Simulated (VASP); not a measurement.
# G0W0 gap of ZnSe (Stilleite) against strain, part 2 of 4

How does the quasiparticle gap of ZnSe (Stilleite) follow strain, and does the starting functional get the slope right? The cell is of the zinc-blende type, one of the forms listed for this formula, which need not be the common one. The start is a cell from a database of measured crystal structures.

VASP 6.6.1, plane waves and PAW; the level of theory is named at each step.

So far, gap on the k-mesh (eV): step 3 (empty bands) 1.28.

**4. G0W0**

This step: G0W0 on PBE; plane waves and PAW (Se_GW, Zn_GW) (VASP 6.6.1).

One pass of GW corrects the levels to first order, with G and W from the starting orbitals.

The input, INCAR:

```
SYSTEM = ZnSe
PREC = Accurate
ENCUT = 350
ISMEAR = 0
SIGMA = 0.01
LREAL = .FALSE.
GGA = PE
NBANDS = 192
ALGO = EVGW0
NELMGW = 1
ENCUTGW = 150
NOMEGA = 48
PRECFOCK = Fast
NBANDSGW = 24
LWAVE = .FALSE.
LCHARG = .FALSE.
```

The input, POSCAR:

```
ZnSe
1.0
    0.0000000000      2.8338000000      2.8338000000
    2.8338000000      0.0000000000      2.8338000000
    2.8338000000      2.8338000000      0.0000000000
Se Zn
1 1
Direct
    0.7500000000      0.7500000000      0.7500000000
    0.0000000000      0.0000000000      0.0000000000
```

The input, KPOINTS:

```
Automatic mesh
0
Gamma
6 6 6
0 0 0
```

The projector-augmented-wave data sets are Se_GW and Zn_GW (PBE family, release 64).

Started as:

```bash
mpirun -np 8 vasp_std
```

The program printed:

```text
[banner, memory and clock lines left out]
running    8 mpi-ranks, on    1 nodes
 distrk:  each k-point on    8 cores,    1 groups
 distr:  one band on    1 cores,    8 groups

 POSCAR found type information on POSCAR SeZn
 POSCAR found :  2 types and       2 ions
 [... a notice as in an earlier step ...]

|                                                                             |
|           W    W    AA    RRRRR   N    N  II  N    N   GGGG   !!!           |
|           W    W   A  A   R    R  NN   N  II  NN   N  G    G  !!!           |
|           W    W  A    A  R    R  N N  N  II  N N  N  G       !!!           |
|           W WW W  AAAAAA  RRRRR   N  N N  II  N  N N  G  GGG   !            |
|           WW  WW  A    A  R   R   N   NN  II  N   NN  G    G                |
|           W    W  A    A  R    R  N    N  II  N    N   GGGG   !!!           |
|                                                                             |
|     The default for ENCUTGWSOFT is different in this version of VASP.       |
|     please manually set ENCUTGWSOFT =150 in the INCAR file.                 |
|                                                                             |

 LDA part: xc-table for (Slater+PW92), standard interpolation
 found WAVECAR, reading the header
 POSCAR, INCAR and KPOINTS ok, starting setup
 FFT: planning ... GRIDC
 FFT: planning ... GRID_SOFT
 FFT: planning ... GRID
 reading WAVECAR
 the WAVECAR file was read successfully
 initial charge from wavefunction
 available memory per node:     94.75 GB, setting MAXMEM to     97019

 The Fermi energy was updated, please check that it is located mid-gap
 values below the HOMO (VB) or above the LUMO (CB) will cause erroneous energies
 E-fermi :   3.2869

 calculate exact exchange contribution
 the WAVEDER file was read successfully
energies w=
    0.000    0.000    0.533    0.000    1.063    0.000    1.589    0.000
    2.109    0.000    2.621    0.000    3.126    0.000    3.620    0.000
    4.106    0.000    4.583    0.000    5.051    0.000    5.512    0.000
    5.966    0.000    6.414    0.000    6.859    0.000    7.302    0.000
    7.743    0.000    8.186    0.000    8.632    0.000    9.083    0.000
    9.541    0.000   10.010    0.000   10.491    0.000   10.988    0.000
   11.505    0.000   12.045    0.000   12.614    0.000   13.216    0.000
   13.859    0.000   14.549    0.000   15.298    0.000   16.115    0.000
   17.016    0.000   18.020    0.000   19.149    0.000   20.434    0.000
   21.915    0.000   23.648    0.000   25.708    0.000   28.204    0.000
   31.296    0.000   35.230    0.000   40.406    0.000   47.518    0.000
   57.887    0.000   74.369    0.000  104.516    0.000  176.935    0.000
 responsefunction array rank=     200
 LDA part: xc-table for (Slater+PW92), standard interpolation

 min. memory requirement per mpi rank    244.4 MB, per node   1955.5 MB

 allocating   6 responsefunctions rank=   200
 shmem allocating  48 responsefunctions rank=   200
 response function shared by NCSHMEM nodes    1
 Doing            6  frequencies on each core in blocks of           48
NQ=   1    0.0000    0.0000    0.0000,
|.........|.........|.........|.........|.........|.........|.........|.........
 performed        858000 updates of chi_q(r,r)
 total number of BLAS operations        225.12 Gflops
NQ=   2    0.1667    0.0000    0.0000,
|.........|.........|.........|.........|.........|.........|.........|.........
 performed       2343000 updates of chi_q(r,r)
 total number of BLAS operations        576.73 Gflops
NQ=   3    0.3333    0.0000    0.0000,
|.........|.........|.........|.........|.........|.........|.........|.........
 performed       3828000 updates of chi_q(r,r)
 total number of BLAS operations        987.91 Gflops
NQ=   4    0.5000    0.0000    0.0000,
|.........|.........|.........|.........|.........|.........|.........|.........
 performed       5092000 updates of chi_q(r,r)
 total number of BLAS operations       1315.66 Gflops
NQ=   5    0.1667    0.1667    0.0000,
|.........|.........|.........|.........|.........|.........|.........|.........
 performed       6577000 updates of chi_q(r,r)
 total number of BLAS operations       1705.03 Gflops
NQ=   6    0.3333    0.1667    0.0000,
|.........|.........|.........|.........|.........|.........|.........|.........
 performed       8855000 updates of chi_q(r,r)
 total number of BLAS operations       2362.98 Gflops
NQ=   7    0.5000    0.1667    0.0000,
|.........|.........|.........|.........|.........|.........|.........|.........
 performed      11133000 updates of chi_q(r,r)
 total number of BLAS operations       3020.94 Gflops
NQ=   8   -0.3333    0.1667    0.0000,
|.........|.........|.........|.........|.........|.........|.........|.........
 performed      13411000 updates of chi_q(r,r)
 total number of BLAS operations       3678.89 Gflops
NQ=   9   -0.1667    0.1667    0.0000,
|.........|.........|.........|.........|.........|.........|.........|.........
 performed      15394000 updates of chi_q(r,r)
 total number of BLAS operations       4216.06 Gflops
NQ=  10    0.3333    0.3333    0.0000,
|.........|.........|.........|.........|.........|.........|.........|.........
 performed      16879000 updates of chi_q(r,r)
 total number of BLAS operations       4663.37 Gflops
NQ=  11    0.5000    0.3333    0.0000,
|.........|.........|.........|.........|.........|.........|.........|.........
 performed      19157000 updates of chi_q(r,r)
 total number of BLAS operations       5335.25 Gflops
NQ=  12   -0.3333    0.3333    0.0000,
|.........|.........|.........|.........|.........|.........|.........|.........
 performed      21140000 updates of chi_q(r,r)
 total number of BLAS operations       5884.17 Gflops
NQ=  13    0.5000    0.5000    0.0000,
|.........|.........|.........|.........|.........|.........|.........|.........
 performed      22275000 updates of chi_q(r,r)
 total number of BLAS operations       6212.08 Gflops
NQ=  14    0.5000    0.3333    0.1667,
|.........|.........|.........|.........|.........|.........|.........|.........
 performed      24829000 updates of chi_q(r,r)
 total number of BLAS operations       6942.13 Gflops
NQ=  15   -0.3333    0.3333    0.1667,
|.........|.........|.........|.........|.........|.........|.........|.........
 performed      27236000 updates of chi_q(r,r)
 total number of BLAS operations       7666.93 Gflops
NQ=  16   -0.3333    0.5000    0.1667,
|.........|.........|.........|.........|.........|.........|.........|.........
 performed      29228000 updates of chi_q(r,r)
 total number of BLAS operations       8279.29 Gflops
 resolving degeneracies of screened two electron integrals

 calculate QP shifts <psi_nk| G(iteration)W_0 |psi_nk>: iteration 1
 entering main loop
```

It took 4.3 min on 8 MPI ranks of AMD EPYC 7R43, shared host; peak memory 2.1 GiB; 34 min of CPU time.

Parts of OUTCAR (step 4):

```text
The static configuration has the point symmetry T_d .

 Found     16 irreducible k-points:

   k-points           NKPTS =     16   k-points in BZ     NKDIM =    216   number of bands    NBANDS=    192

   NELECT =      18.0000    total number of electrons

 E-fermi :   3.2869

 QP shifts <psi_nk| G(iteration)W_0 |psi_nk>: iteration 1
 for sc-GW calculations column KS-energies equals QP-energies in previous step
 and V_xc(KS)=  KS-energies - (<T + V_ion + V_H > + <T+V_H+V_ion>^1  + <V_x>^1)
 k-point   1 :       0.0000    0.0000    0.0000
  band No.  KS-energies  QP-energies   sigma(KS)   V_xc(KS)     V^pw_x(r,r')   Z            occupation Imag(sigma)
    ...
      6      -3.5234      -5.1569     -22.9138     -20.5044     -31.9437       0.6780       2.0000       0.1749
      7       2.6485       1.8412     -14.6288     -13.5685     -16.4610       0.7614       2.0000       0.0597
      8       2.6485       1.8412     -14.6288     -13.5685     -16.4610       0.7614       2.0000       0.0597
      9       2.6485       1.8412     -14.6288     -13.5685     -16.4610       0.7614       2.0000       0.0597
     10       3.9253       4.2949      -9.8836     -10.3520      -6.3443       0.7891       0.0000      -0.0719
     11       8.4461       8.6931      -9.4389      -9.7583      -5.0898       0.7736       0.0000      -0.0919
     12       8.4461       8.6931      -9.4389      -9.7583      -5.0898       0.7736       0.0000      -0.0919
     13       8.4461       8.6931      -9.4389      -9.7583      -5.0898       0.7736       0.0000      -0.0919
    ...

 k-point   2 :       0.1667    0.0000    0.0000
  band No.  KS-energies  QP-energies   sigma(KS)   V_xc(KS)     V^pw_x(r,r')   Z            occupation Imag(sigma)
    ...
      6      -3.5251      -5.1556     -22.9044     -20.4971     -31.9344       0.6773       2.0000       0.1753
      7       0.7414      -0.0642     -13.7495     -12.6711     -15.9408       0.7470       2.0000       0.0707
      8       2.3958       1.5711     -14.4181     -13.3332     -16.2786       0.7602       2.0000       0.0607
      9       2.3958       1.5711     -14.4181     -13.3332     -16.2786       0.7602       2.0000       0.0607
     10       5.1895       5.5233     -10.2975     -10.7256      -6.6555       0.7796       0.0000      -0.0684
     11       8.5157       8.7414      -9.6164      -9.9093      -5.3012       0.7705       0.0000      -0.0950
     12       8.8478       9.1073      -9.5626      -9.9001      -5.1168       0.7686       0.0000      -0.0982
     13       8.8478       9.1073      -9.5626      -9.9001      -5.1168       0.7686       0.0000      -0.0982
    ...

 k-point   3 :       0.3333    0.0000    0.0000
  band No.  KS-energies  QP-energies   sigma(KS)   V_xc(KS)     V^pw_x(r,r')   Z            occupation Imag(sigma)
    ...
      6      -3.5166      -5.1445     -22.9233     -20.5204     -31.9672       0.6775       2.0000       0.1765
      7      -1.4092      -2.3483     -13.7913     -12.4781     -17.2029       0.7151       2.0000       0.1292
      8       1.9681       1.1142     -14.1109     -12.9841     -16.0377       0.7579       2.0000       0.0634
      9       1.9681       1.1142     -14.1109     -12.9841     -16.0377       0.7579       2.0000       0.0634
     10       5.3204       5.6726      -9.7651     -10.2149      -5.9562       0.7830       0.0000      -0.0742
     11       9.1198       9.3526      -9.4667      -9.7706      -5.0303       0.7660       0.0000      -0.1039
     12       9.1198       9.3526      -9.4667      -9.7706      -5.0303       0.7660       0.0000      -0.1039
     13      10.2109      10.4111      -9.7414     -10.0097      -4.8911       0.7463       0.0000      -0.1486
    ...

[... 7 parts as in an earlier step ...]

[... 5 further parts left out ...]
```

This step gave:

| Quantity | Value |
| --- | --- |
| quasiparticle gap on the mesh | 2.454 eV |
| smallest direct quasiparticle gap on the mesh | 2.454 eV |
| gap of the starting orbitals on the mesh | 1.277 eV |

GW takes the gap from 1.277 to 2.454 eV. Spin-orbit coupling is left out. The value holds for 192 bands, ENCUTGW = 150 eV and this mesh, and isn't shown to be converged in them.

**5. Ground state of a strained cell, scale 0.94**

This step: PBE; plane waves and PAW (Se_GW, Zn_GW) (VASP 6.6.1).

The volume is scaled by 0.94, at the same cutoff, mesh and band count, and the chain is run again.

The input, INCAR:

```
SYSTEM = ZnSe
PREC = Accurate
ENCUT = 350
EDIFF = 1E-08
NELM = 100
ISMEAR = 0
SIGMA = 0.01
LREAL = .FALSE.
ALGO = Normal
GGA = PE
NBANDS = 15
LORBIT = 11
LWAVE = .TRUE.
LCHARG = .FALSE.
KPAR = 8
```

The input, POSCAR:

```
ZnSe
1.0
    0.0000000000      2.7759511149      2.7759511149
    2.7759511149      0.0000000000      2.7759511149
    2.7759511149      2.7759511149      0.0000000000
Se Zn
1 1
Direct
    0.7500000000      0.7500000000      0.7500000000
    0.0000000000      0.0000000000      0.0000000000
```

KPOINTS is that of step 4.

Started as:

```bash
mpirun -np 8 vasp_std
```

The program printed:

```text
[banner, memory and clock lines left out]
running    8 mpi-ranks, on    1 nodes
 distrk:  each k-point on    1 cores,    8 groups
 distr:  one band on    1 cores,    1 groups

 POSCAR found type information on POSCAR SeZn
 POSCAR found :  2 types and       2 ions
 [... a notice as in an earlier step ...]

 LDA part: xc-table for (Slater+PW92), standard interpolation
 POSCAR, INCAR and KPOINTS ok, starting setup
 FFT: planning ... GRIDC
 FFT: planning ... GRID_SOFT
 FFT: planning ... GRID
 WAVECAR not read
 entering main loop
       N       E                     dE             d eps       ncg     rms          rms(c)
DAV:   1     0.105153750229E+03    0.10515E+03   -0.70883E+03   494   0.161E+03
DAV:   2     0.744700187722E-01   -0.10508E+03   -0.97720E+02   565   0.277E+02
DAV:   3    -0.611833174848E+01   -0.61928E+01   -0.61499E+01   679   0.675E+01
DAV:   4    -0.623653936803E+01   -0.11821E+00   -0.11818E+00   617   0.727E+00
DAV:   5    -0.623913382636E+01   -0.25945E-02   -0.25944E-02   702   0.129E+00    0.261E+00
DAV:   6    -0.596993083571E+01    0.26920E+00   -0.70851E-01   740   0.527E+01    0.125E+00
DAV:   7    -0.594230555545E+01    0.27625E-01   -0.20341E-01   682   0.117E+01    0.606E-01
DAV:   8    -0.593986077386E+01    0.24448E-02   -0.96923E-03   776   0.392E+00    0.275E-01
DAV:   9    -0.594012029387E+01   -0.25952E-03   -0.24733E-03   755   0.649E-01    0.277E-02
DAV:  10    -0.594017901134E+01   -0.58717E-04   -0.11451E-04   768   0.279E-01    0.121E-02
DAV:  11    -0.594019707330E+01   -0.18062E-04   -0.31170E-05   536   0.724E-02    0.198E-03
DAV:  12    -0.594019777996E+01   -0.70666E-06   -0.10535E-06   644   0.899E-03    0.901E-04
DAV:  13    -0.594019807701E+01   -0.29704E-06   -0.14175E-07   564   0.351E-03    0.243E-04
DAV:  14    -0.594019806863E+01    0.83792E-08   -0.69557E-09   478   0.124E-03
   1 F= -.59401981E+01 E0= -.59401981E+01  d E =-.411230E-12
 writing wavefunctions
```

Wall time 2.8 s (8 MPI ranks); peak memory 0.9 GiB.

OUTCAR, selected parts (step 5):

```text
   ENCUT  =  350.0 eV  25.72 Ry    5.07 a.u.   5.99  5.99  5.99*2*pi/ulx,y,z

   NELECT =      18.0000    total number of electrons

 E-fermi :   3.3099

 k-point     1 :       0.0000    0.0000    0.0000
  band No.  band energies     occupation
    ...
      5      -3.0895      2.00000
      6      -3.0895      2.00000
      7       3.2663      2.00000
      8       3.2663      2.00000
      9       3.2663      2.00000
     10       4.7962      0.00000
     11       9.0356      0.00000
     12       9.0356      0.00000
     13       9.0357      0.00000
     14      13.4266      0.00000
    ...

  Total        1.8271660      1.8271660      1.8271660      0.0000000      0.0000000      0.0000000
  in kB       68.4263159     68.4263159     68.4263159      0.0000000      0.0000000      0.0000000
  external PRESSURE =      68.4263159 kB  Pullay stress =       0.0000000 kB

 POSITION                                       TOTAL-FORCE (eV/Angst)
 -----------------------------------------------------------------------------------
      4.16393      4.16393      4.16393         0.000000      0.000000      0.000000
      0.00000      0.00000      0.00000        -0.000000     -0.000000     -0.000000
 -----------------------------------------------------------------------------------
    total drift:                                0.000000      0.000000      0.000001

  FREE ENERGIE OF THE ION-ELECTRON SYSTEM (eV)
  ---------------------------------------------------
  free  energy   TOTEN  =        -5.9401980686 eV

  energy  without entropy=       -5.9401980686  energy(sigma->0) =       -5.94019807

[... 4 parts as in an earlier step ...]

[... 12 further parts left out ...]
```

Numbers from this step:

- free energy (TOTEN): -5.940 eV
- Fermi energy: 3.310 eV
- pressure: 6.843 GPa
- gap on the k-mesh: 1.530 eV
- least direct gap on the k-mesh: 1.530 eV

The run ends at a pressure of 6.84 GPa.

**6. Empty bands, scale 0.94**

The empty bands are made again, for the run that follows.

The input, INCAR:

```
SYSTEM = ZnSe
PREC = Accurate
ENCUT = 350
ISMEAR = 0
SIGMA = 0.01
LREAL = .FALSE.
GGA = PE
NBANDS = 192
ALGO = Exact
NELM = 1
LWAVE = .TRUE.
LCHARG = .FALSE.
LOPTICS = .TRUE.
NEDOS = 1000
CSHIFT = 0.1
```

POSCAR is that of step 5.

KPOINTS is that of step 5.

Started as:

```bash
mpirun -np 8 vasp_std
```

The program printed:

```text
[... set-up lines as in an earlier step ...]
 entering main loop
       N       E                     dE             d eps       ncg     rms          rms(c)
DIA:   1    -0.594019807357E+01   -0.59402E+01    0.00000E+00     0   0.000E+00
   1 F= -.59401981E+01 E0= -.59401981E+01  d E =-.647556E-40
 writing wavefunctions
 optical routines
 imaginary and real dielectric function
 recalculating local potential from charge density
 direction            1
 direction            2
 direction            3
```

Run time: 5.2 s. Hardware: 8 MPI ranks; peak memory 0.8 GiB; 36 s of CPU time.

From OUTCAR (step 6):

```text
  Total        1.8257372      1.8257372      1.8257372      0.0000000     -0.0000000      0.0000000
  in kB       68.3728067     68.3728067     68.3728067      0.0000000     -0.0000000      0.0000000
  external PRESSURE =      68.3728067 kB  Pullay stress =       0.0000000 kB

  FREE ENERGIE OF THE ION-ELECTRON SYSTEM (eV)
  ---------------------------------------------------
  free  energy   TOTEN  =        -5.9401980736 eV

  energy  without entropy=       -5.9401980736  energy(sigma->0) =       -5.94019807

[... 3 parts as in an earlier step ...]

[... 1 further part left out ...]
[key lines of the parts left out:]
E-fermi :   3.3574
```

[end of part 2 of 4]

[Lines on the potential files, build, host, timing and source positions are cut from VASP's logs without a mark.]

[Logs are printed without paths, hosts, clocks, repeated set-up lines and the standing remarks that a program may print on its own settings, such as how far it seeks lower states.]

[Hosts, paths, dates, database ids (printed as entryN), source tags and the programs' standing remarks are cut or masked in the printed files.]

[Pressures printed for these runs are not shown converged in the cutoff: they can be off by several GPa and have the wrong sign.]

[In band tables of VASP the shares of atoms and orbitals are scaled to a sum of 1 inside the atoms' spheres.]
